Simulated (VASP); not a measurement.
Input of a VASP 6.6.1 run:

The input INCAR:

```
PREC     = Accurate       # precision mode
ENCUT    = 520            # plane-wave cutoff, eV
EDIFF    = 1E-6           # SCF threshold, eV
ISMEAR   = -1             # smearing method
SIGMA    = 0.02           # smearing width, eV
LREAL    = Auto         
LASPH    = True           # aspherical terms in the spheres
NELM     = 60             # most SCF steps
ALGO     = Normal         # electronic algorithm
ISIF     = 2              # what is computed and relaxed
LWAVE    = False          # write WAVECAR
LCHARG   = False          # write CHGCAR
GGA      = PE             # functional
NBANDS   = 64             # bands
```

File KPOINTS:

```
regular mesh
0
Gamma
  1 1 1
```

Contents of POSCAR:

```
ZnH16Cl2O8
1.0
    6.9561890000      0.0000000000      0.0000000000
    0.0000000000      6.9561890000      0.0000000000
    0.0000000000      0.0000000000      6.9561890000
O H Zn Cl
8 16 1 2
Direct
    0.2273371238      0.8693697080      0.0491073489
    0.5616724905      1.0090007618      0.5621612639
    0.3290307380      0.5728711511      0.8004526617
    0.9602815565      0.3477766346     -0.0107530143
    0.8480074363      0.7484557996      0.8045784840
    0.3829539422      0.4050493740      0.4066163240
    0.0990916147      0.5497694212      0.3046926988
    0.7289767429      0.6453964951      0.3602259801
    0.2454504902      0.9821038503      0.1295249453
    0.3256955784      0.8720579616     -0.0481441778
    0.6663274963      0.9915630527      0.4740670502
    0.6116423806      1.0250871562      0.6903205189
    0.2877725145      0.5400945834      0.6821838797
    0.3919243712      0.4534810656      0.8294771749
    0.9129280415      0.2403039940      0.1160980531
    0.8368662784      0.4093189532     -0.0257756079
    0.8452473042      0.8719860832      0.8539877223
    0.7076719738      0.7067088028      0.8083880412
    0.5006764480      0.4549761371      0.3282975779
    0.4020017282      0.2689116124      0.3928587909
    0.2302553884      0.5338411593      0.3624254603
    0.0142750578      0.5055210547      0.4022604906
    0.6952226284      0.6613391327      0.2207961860
    0.6624316849      0.7373577687      0.4458763268
    0.1494927754      0.5645332523      1.0205444389
    0.5344880652      0.2510713841      0.9066746174
    0.9287988006      0.1212589250      0.3288438540
```

Potentials or basis: VASP PAW PBE potentials, release 64 (O, H, Zn, Cl).

Command:

```console
$ cat potpaw_PBE.64/O/POTCAR potpaw_PBE.64/H/POTCAR potpaw_PBE.64/Zn/POTCAR potpaw_PBE.64/Cl/POTCAR > POTCAR
$ mpirun -np 1 vasp_gam > vasp.out
```

Question: Estimate the band gap on the k mesh.

Answer: 2.79 eV, direct.

Question: Predict the largest force.

Answer: 5.147 eV/Å.

Question: Predict the pressure.

Answer: 2.4 GPa.

Stress tensor (GPa, compression positive):
```
 2.88 -2.29  2.19
-2.29  2.44  0.45
 2.19  0.45  1.77
```

Expect the measured gap to be larger: semilocal functionals such as PBE lack the derivative discontinuity.
